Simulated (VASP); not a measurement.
Energy against volume of Ca (fcc). Method: MS2 meta-GGA, VASP's PBE PAW potentials (set 64) (plane waves; VASP 6.6.1). Settings: 520 eV cut-off, 11×11×11 Γ-centred mesh, first-order Methfessel-Paxton smearing of 0.10 eV, potentials Ca_sv.

| V (Å³/atom) | E (eV/atom) |
|---|---|
| 39.998 | -7.31339 |
| 41.275 | -7.32037 |
| 42.552 | -7.32245 |
| 43.828 | -7.32023 |

Fit these four points and predict the energy of the run at 45.105 Å³/atom.

A cubic in V^(−2/3), the third-order Birch-Murnaghan form, passes through the four points with V0 = 42.50 Å³/atom and B0 = 18 GPa, and gives -7.3142 eV/atom there. The run gave -7.3139 eV/atom, +0.3 meV/atom from the fit; all five points give B0 = 18 GPa.

The compound is Ca in the fcc structure. It was relaxed first.
